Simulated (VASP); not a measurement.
Zn4F3:

```
CELL_PARAMETERS angstrom
-3.02158 3.02158 3.02158
3.02158 -3.02158 3.02158
3.02158 3.02158 -3.02158
ATOMIC_POSITIONS crystal
Zn 0.50000 0.50000 0.50000
Zn 0.00000 0.00000 0.50000
Zn 0.00000 0.50000 0.00000
Zn 0.50000 0.00000 0.00000
F 0.00000 0.50000 0.50000
F 0.50000 0.00000 0.50000
F 0.50000 0.50000 0.00000
```

The cell was built by a generator and needn't be a form met in nature.

The cell isn't the ideal one: random cell by space group and Wyckoff sites (Im-3m, No. 229).

* Program: VASP 6.6.1
* Task: relaxation of cell and atoms
* Functional: PBE
* Potentials or basis: VASP PAW PBE potentials, release 64 (Zn, F)
* Cutoff: 600 eV
* k mesh: 4 × 4 × 4
* Occupations: gaussian, width 0.1 eV
* Spin: no spin polarisation

At the start: pressure -3.5 GPa; volume 15.76 Å³/atom.

**Question.** How do energy, volume and symmetry change on relaxing?

**Answer.** Over 3 steps the energy falls by 13.2 meV/atom and the volume is 14.65 Å³/atom (-7.1 %); space group Im-3m (No. 229, to 0.05 Å).

Step by step:
```csv
step,energy change (eV),largest force (eV/Å),pressure (GPa),volume (Å³)
1,0.0000,0.0000,-3.49,110.35
2,-0.0822,0.0000,-1.29,104.96
3,-0.0921,0.0000,-0.01,102.52
```

Final structure:
```
CELL_PARAMETERS angstrom
-2.94837 2.94837 2.94837
2.94837 -2.94837 2.94837
2.94837 2.94837 -2.94837
ATOMIC_POSITIONS crystal
Zn 0.50000 0.50000 0.50000
Zn 0.00000 0.00000 0.50000
Zn 0.00000 0.50000 0.00000
Zn 0.50000 0.00000 0.00000
F 0.00000 0.50000 0.50000
F 0.50000 0.00000 0.50000
F 0.50000 0.50000 0.00000
```

Caveat: the k mesh is coarse (spacing up to 0.37 Å⁻¹), so the values aren't converged; an odd number of electrons without spin polarisation forces a metal; a magnetic or distorted state may lie lower.
